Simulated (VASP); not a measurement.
# Interstitial Li in TaSi2, part 2 of 2

How easily does interstitial Li form in TaSi2? The host is relaxed first, then a supercell is run with and without the defect. The start is a cell from a database of measured crystal structures.

VASP 6.6.1, plane waves and PAW; the level of theory is named at each step.

So far. Step 6 (Reference Ta): The run ended after 4 ionic steps, 0.018 eV below its first step, once forces and stress met EDIFFG = -0.02. Step 6 (Reference Ta): Energy at zero smearing: -66.66792 eV.

The database entry behind the starting cell has ideal inner coordinates that were not refined, so it need not match the best structure at ambient conditions.

### Step 7. Relaxing the defect (continued)

Step by step:

```tsv
step	energy less that of the first step (eV)	largest force (eV/Å)
1	0.0000	6.0540
2	-2.8509	0.9979
3	-2.8555	1.0709
4	-3.0482	0.5274
5	-3.0809	0.4170
6	-3.1268	0.1809
7	-3.1311	0.1408
8	-3.1407	0.0882
9	-3.1423	0.0909
10	-3.1446	0.0374
11	-3.1449	0.0624
12	-3.1458	0.0179
```

The atoms that moved most (Å):

```tsv
atom	dx	dy	dz	length
Si17	-0.005	0.228	0.169	0.284
Si32	0.005	-0.228	0.169	0.284
Si33	0.186	-0.136	-0.158	0.279
Si24	-0.186	0.136	-0.158	0.279
Si16	0.023	0.080	0.072	0.110
Si25	-0.023	-0.080	0.072	0.110
Si28	-0.063	0.045	-0.058	0.096
Si13	0.063	-0.045	-0.058	0.096
```

Final coordinates:

```xyz
37
Lattice="-7.1410 4.1229 6.5431 7.1410 -4.1229 6.5431 2.3803 4.1229 -6.5431" Properties=species:S:1:pos:R:3 pbc="T T T"
Ta   -1.1902    2.0614    1.1103
Ta   -1.1902    2.0614    7.6199
Ta   -3.5705    6.1843    1.0783
Ta    3.5705    2.0614    1.0965
Ta    1.1853    2.0490    5.4456
Ta    1.1945    2.0232   -1.0917
Ta    3.5662   -2.0232    5.4515
Ta   -3.5656    2.0739    5.4456
Ta    2.4121   -0.0284    3.2654
Ta   -4.7925    4.1513    3.2654
Ta   -0.0148    4.1319    3.2849
Ta    0.0148    4.1139   -3.2582
Si    1.1938    0.6077    1.0329
Si    1.1158    0.6516    7.6237
Si   -1.2393    4.7870    1.0857
Si    5.9142    0.7332    1.1623
Si   -1.2545    3.6981    5.6213
Si    5.8852   -0.6531    5.4629
Si    1.1506   -0.6668    5.4466
Si    1.1267   -0.6809   11.9794
Si    2.3869    2.8166    3.2835
Si    2.3753    2.7832   -3.2750
Si    4.7838   -1.3120    3.2652
Si   -2.5667    2.9529    3.1138
Si    1.2268    3.3897    1.1623
Si    8.3803   -0.6641    1.0857
Si    3.6449   -0.6516    1.0806
Si    3.5669   -0.6077    7.5761
Si    3.6340    0.6809    5.4362
Si   -3.5309    4.7897    5.4466
Si   -1.1245    0.6531   12.0061
Si   -1.1258    0.4248    5.6213
Si    0.1864    1.1700    3.1138
Si   -0.0231    1.3120    9.8083
Si   -2.3753    5.4626    3.2681
Si    4.7542    1.3062    3.2835
Li   -1.1902    2.0614    4.3640
```

This step gave:

| Property | Result |
| --- | --- |
| electronic cycles | 69 |
| electrons | 157 |
| free energy (TOTEN) | -1054.2792 eV |
| energy at zero smearing | -1054.2719 eV |
| Fermi energy | 9.696 eV |

Valence density in the ab plane at fractional z = 0.250, through the centre, with atoms of Ta and Si and Li within 0.45 Å of it. It is the smooth field of the valence electrons, not physical close to the nuclei.

Values in e/Å³, 13 rows by 16 columns, each cell a mean:
```
0.33 0.30 0.28 0.28 0.28 0.25 0.30 0.34 0.28 0.43 0.34 0.38 0.40 0.33 0.30 0.33
0.31 0.18 0.21 0.30 0.30 0.25 0.37 0.29 0.22 0.35 0.31 0.38 0.35 0.38 0.28 0.32
0.23 0.19 0.27 0.32 0.30 0.31 0.34 0.30 0.22 0.28 0.31 0.36 0.40 0.40 0.21 0.29
0.32 0.26 0.40 0.31 0.26 0.31 0.27 0.18 0.19 0.35 0.17 0.31 0.37 0.37 0.38 0.32
0.38 0.12 0.38 0.28 0.26 0.28 0.27 0.27 0.30 0.35 0.36 0.33 0.35 0.39 0.35 0.36
0.40 0.39 0.35 0.37 0.37 0.31 0.27 0.29 0.30 0.27 0.24 0.26 0.38 0.39 0.39 0.35
0.38 0.40 0.37 0.40 0.40 0.35 0.26 0.25 0.26 0.27 0.25 0.24 0.29 0.33 0.33 0.39
0.15 0.40 0.31 0.36 0.40 0.43 0.37 0.38 0.27 0.18 0.18 0.23 0.25 0.24 0.36 0.23
0.28 0.30 0.37 0.42 0.45 0.38 0.08 0.37 0.19 0.10 0.15 0.25 0.27 0.27 0.36 0.36
0.18 0.30 0.09 0.32 0.45 0.44 0.39 0.29 0.18 0.23 0.30 0.27 0.26 0.31 0.29 0.19
0.27 0.41 0.35 0.36 0.32 0.38 0.31 0.27 0.36 0.25 0.38 0.29 0.24 0.30 0.26 0.21
0.32 0.31 0.26 0.25 0.36 0.39 0.38 0.37 0.42 0.20 0.42 0.33 0.30 0.28 0.28 0.30
0.29 0.30 0.28 0.27 0.35 0.38 0.33 0.35 0.47 0.47 0.40 0.40 0.40 0.35 0.26 0.26
```
Columns run along a (10.5 Å), rows up along b (10.5 Å). Atoms in or near the plane, at fractional coordinates: Ta at (0.33, 0.08), Ta at (0.83, 0.58), Ta at (0.25, 0.50), Ta at (0.75, 0.00), Si at (0.15, 0.24), Si at (0.66, 0.74), Si at (0.09, 0.67), Si at (0.60, 0.15), Si at (0.00, 0.43), Si at (0.51, 0.92), Si at (0.38, 0.33), Si at (0.91, 0.83), Li at (0.58, 0.33).

The run ended after 12 ionic steps, 3.146 eV below its first step, once the forces on the free atoms met EDIFFG = -0.03.

Li hardly moves from its start, within the 2 symmetry operations kept, and its nearest atoms are 4 Si at 2.06 Å.

### Step 8. Formation energies

This step: point defect, SCAN; plane waves and PAW (VASP 6.6.1).

No new run; the numbers come from the runs before.

Numbers from this step:

* formation energy of the neutral defect: 2.852 eV
* host formation enthalpy: -0.4085 eV/atom

Formation energy:

```tsv
formation energy (eV)	largest move (Å)
2.852	0.2838
```

E_f is E(defect cell) less E(perfect cell), corrected for the atoms exchanged with their references.

References, in eV an atom: Li -2.344 (crystal Im-3m), Si -10.003 (crystal Fd-3m) and Ta -66.668 (crystal Im-3m). They were run at the supercell's cutoff and functional, without U, and count both elements from their own phases.

### Step 9. Defect, bad settings

This step: SCAN; plane waves and PAW (Ta, Si, Li) (VASP 6.6.1).

As a lesson, the run is repeated with a fault in its input.

Input file INCAR:

```
SYSTEM = LiTa12Si24
PREC = Normal
ENCUT = 80
EDIFF = 1E-05
NELM = 51
ISMEAR = 1
SIGMA = 0.2
LREAL = Auto
ALGO = Normal
METAGGA = SCAN
LASPH = .TRUE.
NBANDS = 104
LORBIT = 11
LWAVE = .FALSE.
LCHARG = .FALSE.
KPAR = 4
ISYM = 0
```

Input file POSCAR:

```
LiTa12Si24
1.0
   -7.1410466652      4.1228852144      6.5431459319
    7.1410466652     -4.1228852144      6.5431459319
    2.3803488884      4.1228852144     -6.5431459319
Ta Si Li
12 24 1
Direct
    0.3348447872      0.0848447872      0.2500000000
    0.8322826468      0.5822826468      0.2500000000
    0.8323972388      0.0823972388      0.7500000000
    0.3337898630      0.5837898630      0.7500000000
    0.6646242500      0.6648646342      0.4972249111
    0.1619440831      0.1647134857      0.4935015391
    0.1712119466      0.6684425440      0.0064984609
    0.6676397231      0.1673993389      0.0027750889
    0.2460847620      0.5011411154      0.2481730609
    0.7529680545      0.9979117012      0.2518269391
    0.7521149156      0.5000126080      0.7500876944
    0.2499249136      0.0020272212      0.7499123056
    0.1526324460      0.2411582553      0.2359280279
    0.6615963503      0.7392739446      0.2357203706
    0.6635033663      0.2430798377      0.7406501999
    0.1777315574      0.7544276581      0.7545252867
    0.8780427129      0.5220388031      0.5409731088
    0.3382542127      0.9959541449      0.4992987266
    0.3353355147      0.4966089071      0.9995350324
    0.8328408338      0.9924638305      0.9944778867
    0.5924947778      0.6723873425      0.7630665728
    0.0872685855      0.1679730239      0.7557695256
    0.0903967454      0.6723806938      0.2637573233
    0.5960538117      0.1474261074      0.2675916429
    0.4999023714      0.4232062707      0.7454747133
    0.0024296378      0.9228531664      0.7593498001
    0.0035535741      0.4258759797      0.2642796294
    0.5052302274      0.9167044180      0.2640719721
    0.4979859438      0.8383629471      0.5055221133
    0.9970738747      0.3358004823      0.5004649676
    0.9966554182      0.8389554860      0.0007012734
    0.4810656943      0.3370696041      0.9590268912
    0.3798344645      0.3284621688      0.2324083571
    0.9086233705      0.8266394221      0.2362426767
    0.9122034983      0.3314990599      0.7442304744
    0.4093207698      0.8294282051      0.7369334272
    0.5834763864      0.3334763864      0.2500000000
```

Input file KPOINTS:

```
Automatic mesh
0
Monkhorst-Pack
5 5 5
0 0 0
```

PAW data sets: Ta, Si and Li (PBE family, release 64).

Command:

```console
$ mpirun -np 4 vasp_std
```

Elapsed: 2.3 min, on 4 MPI ranks of Intel Xeon 6975P-C (Granite Rapids), shared host; peak memory 1.1 GiB.

The fault in the input: cutoff far too low. The run ended without an error; the comparison shows what it cost.

This is a single point on the relaxed geometry, 1487.7 meV an atom from the last step of the relaxation.

### Step 10. Summary of results

| Item | Value |
| --- | --- |
| formation energy at charge 0 | 2.852 eV |
| host formation enthalpy | -0.408 eV/atom |

What this shows: Interstitial Li costs 2.85 eV at the one site run, which need not be the lowest, with every exchanged atom at the energy of its element. Li hardly moves from its start, within the 2 symmetry operations kept, and its nearest atoms are 4 Si at 2.06 Å. With metallic smearing the value can move by tenths of an eV with the k mesh. The supercell of 36 atoms is small, so interactions between images remain.

[Lines on the potential files, build, host, timing and source positions are cut from VASP's logs without a mark.]

[Logs are printed without paths, hosts, clocks, repeated set-up lines and the standing remarks that a program may print on its own settings, such as how far it seeks lower states.]

[Hosts, paths, dates, database ids (printed as entryN), source tags and the programs' standing remarks are cut or masked in the printed files.]

[In band tables of VASP the shares of atoms and orbitals are scaled to a sum of 1 inside the atoms' spheres.]

[Runs that stopped without an error message from VASP are left out.]
